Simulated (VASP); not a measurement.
Method: PBE GGA, VASP's PBE PAW potentials (set 64) (plane waves; VASP).

VASP input:

INCAR:
```
! general
SYSTEM = MgS
PREC   = Accurate
ENCUT  = 300
LREAL  = F
LASPH  = T

! electronic loop
EDIFF  = 1E-6
NELM   = 100
ALGO   = Normal

! smearing
ISMEAR = -1
SIGMA  = 0.01

! functional
GGA    = PE

! ions
ISIF   = 2

! output
LWAVE  = F
LCHARG = F
```

KPOINTS:
```
Automatic mesh
0
gamma
  3 3 3
```

### POSCAR
```
MgS
1.0
  0.0000000000   2.5805000000   2.5805000000
  2.5805000000   0.0000000000   2.5805000000
  2.5805000000   2.5805000000   0.0000000000
Mg S
1 1
Cart
  0.0000000000   0.0000000000   0.0000000000
  2.5805000000   2.5805000000   2.5805000000
```

POTCAR, in this order: Mg S (PBE.64 set). Program: vasp_std.

The resulting files:

OUTCAR:
```
 ion  position               nearest neighbor table
   1  0.000  0.000  0.000-   2 2.58   2 2.58   2 2.58   2 2.58   2 2.58   2 2.58
   2  0.500  0.500  0.500-   1 2.58   1 2.58   1 2.58   1 2.58   1 2.58   1 2.58
  LATTYP: Found a face centered cubic cell.
 ALAT       =     5.1610000000
 Subroutine PRICEL returns:
 Original cell was already a primitive cell.
 Subroutine GETGRP returns: Found 48 space group operations
The static configuration has the point symmetry O_h .
The dynamic configuration has the point symmetry O_h .
 Subroutine INISYM returns: Found 48 space group operations
 Subroutine IBZKPT returns following result:
 Found      4 irreducible k-points:

 Following reciprocal coordinates:
            Coordinates               Weight
  0.000000  0.000000  0.000000      1.000000
  0.333333  0.000000  0.000000      8.000000
  0.333333  0.333333  0.000000      6.000000
 -0.333333  0.333333  0.000000     12.000000
   k-points           NKPTS =      4   k-points in BZ     NKDIM =      4   number of bands    NBANDS=      8
   number of dos      NEDOS =    301   number of ions     NIONS =      2
   total plane-waves  NPLWV =  13824
   dimension x,y,z NGX =    24 NGY =   24 NGZ =   24
   dimension x,y,z NGXF=    48 NGYF=   48 NGZF=   48
...
```

**OSZICAR**
```
       N       E                     dE             d eps       ncg     rms          rms(c)
DAV:   1     0.156856536304E+02    0.15686E+02   -0.28848E+03    72   0.515E+02
DAV:   2    -0.799737830537E+01   -0.23683E+02   -0.23479E+02    96   0.893E+01
DAV:   3    -0.871053252822E+01   -0.71315E+00   -0.71315E+00    72   0.210E+01
DAV:   4    -0.871312206949E+01   -0.25895E-02   -0.25895E-02   104   0.124E+00
DAV:   5    -0.871312503045E+01   -0.29610E-05   -0.29609E-05    80   0.397E-02    0.445E+00
DAV:   6    -0.829746660388E+01    0.41566E+00   -0.10025E+00    64   0.511E+00    0.367E+00
DAV:   7    -0.824774151352E+01    0.49725E-01   -0.29555E-01    80   0.296E+00    0.241E+00
DAV:   8    -0.824933535283E+01   -0.15938E-02   -0.13719E-02    80   0.100E+00    0.729E-01
DAV:   9    -0.824921736066E+01    0.11799E-03   -0.34160E-04    80   0.140E-01    0.275E-01
DAV:  10    -0.824927862928E+01   -0.61269E-04   -0.17773E-04    88   0.919E-02    0.470E-02
DAV:  11    -0.824927348299E+01    0.51463E-05   -0.25473E-05    80   0.264E-02    0.122E-02
DAV:  12    -0.824927335836E+01    0.12464E-06   -0.55567E-07    40   0.607E-03
   1 F= -.82492734E+01 E0= -.82492734E+01  d E =-.831689E-12
```

File OUTCAR:
```
------------------------ aborting loop because EDIFF is reached ----------------------------------------
  FORCE on cell =-STRESS in cart. coord.  units (eV):
  Direction    XX          YY          ZZ          XY          YZ          ZX
  --------------------------------------------------------------------------------------
  Total        0.9469190      0.9469190      0.9469190      0.0000000      0.0000000      0.0000000
  in kB       44.1450293     44.1450293     44.1450293      0.0000000      0.0000000      0.0000000
  external PRESSURE =      44.1450293 kB  Pullay stress =       0.0000000 kB
  volume of cell :       34.37
      direct lattice vectors                 reciprocal lattice vectors
     0.000000000  2.580500000  2.580500000    -0.193760899  0.193760899  0.193760899
     2.580500000  0.000000000  2.580500000     0.193760899 -0.193760899  0.193760899
     2.580500000  2.580500000  0.000000000     0.193760899  0.193760899 -0.193760899
 POSITION                                       TOTAL-FORCE (eV/Angst)
 -----------------------------------------------------------------------------------
      0.00000      0.00000      0.00000         0.000000     -0.000000     -0.000000
      2.58050      2.58050      2.58050        -0.000000      0.000000      0.000000
 -----------------------------------------------------------------------------------
    total drift:                               -0.000000     -0.000000      0.000000
  FREE ENERGIE OF THE ION-ELECTRON SYSTEM (eV)
  ---------------------------------------------------
  free  energy   TOTEN  =        -8.2492733584 eV

  energy  without entropy=       -8.2492733584  energy(sigma->0) =       -8.24927336
```
(Selected blocks of OUTCAR.)

The structure is a typed MgS crystal (Fm-3m). The cell was not relaxed at this level. The k-mesh is coarse (spacing up to 0.70 per Å, 2π included), so the numbers may not be converged in it. The run is one of a series of settings (KPOINTS 3×3×3 Γ-centred mesh against the base run), some of them coarse on purpose.
